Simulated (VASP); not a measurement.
```
CELL_PARAMETERS angstrom
     -1.58632     1.58632     1.58632
      1.58632    -1.58632     1.58632
      1.58632     1.58632    -1.58632
ATOMIC_POSITIONS crystal
  W  0.00000 0.00000 0.00000
```

These are r2SCAN meta-GGA, VASP's PBE PAW potentials (set 64) (plane waves; VASP) values and carry that method's errors. Numerical set-up: 480 eV cut-off, 16×16×16 Γ-centred mesh, first-order Methfessel-Paxton smearing of 0.10 eV, potentials W_sv.

Each row applies one change to this cell, which was relaxed at other settings and keeps the small stress of the first row; at a fixed cut-off the stress holds a Pulay part, so it need not integrate to ΔE exactly. Stress is in GPa, positive when the cell is compressed.

```
change                                    ΔE (meV/atom)         σxx         σyy         σzz  largest shear component, with its sign (GPa)  largest force (eV/Å)
----------------------------------------  -------------  ----------  ----------  ----------  --------------------------------------------  --------------------
none                                                0.0        0.07        0.07        0.07                                          0.00                 0.000
biaxial strain of -0.5 % in the yz plane            1.9        2.31        3.71        3.71                                          0.00                 0.000
biaxial strain of +2.0 % in the xz plane           26.9      -13.42       -7.50      -13.42                                          0.00                 0.000
biaxial strain of +2.0 % in the yz plane           26.9       -7.50      -13.42      -13.42                                          0.00                 0.000
biaxial strain of +1.0 % in the xy plane     (withheld)  (withheld)  (withheld)  (withheld)                                    (withheld)            (withheld)
isotropic strain of -2.0 %                   (withheld)  (withheld)  (withheld)  (withheld)                                    (withheld)            (withheld)
biaxial strain of +4.0 % in the yz plane          106.3      -12.98      -25.06      -25.06                                          0.00                 0.000
```

Q: Complete the blanks.

A: 
- isotropic strain of -2.0 %, ΔE (meV/atom): 60.1
- isotropic strain of -2.0 %, σxx: 21.53
- isotropic strain of -2.0 %, σyy: 21.53
- isotropic strain of -2.0 %, σzz: 21.53
- isotropic strain of -2.0 %, largest shear component, with its sign (GPa): 0.00
- isotropic strain of -2.0 %, largest force (eV/Å): 0.000
- biaxial strain of +1.0 % in the xy plane, ΔE (meV/atom): 6.6
- biaxial strain of +1.0 % in the xy plane, σxx: -6.82
- biaxial strain of +1.0 % in the xy plane, σyy: -6.82
- biaxial strain of +1.0 % in the xy plane, σzz: -4.04
- biaxial strain of +1.0 % in the xy plane, largest shear component, with its sign (GPa): 0.00
- biaxial strain of +1.0 % in the xy plane, largest force (eV/Å): 0.000

Failed runs are left out, and for metals the shear rows, which the mesh's noise covers.

The compound is W in the bcc structure.
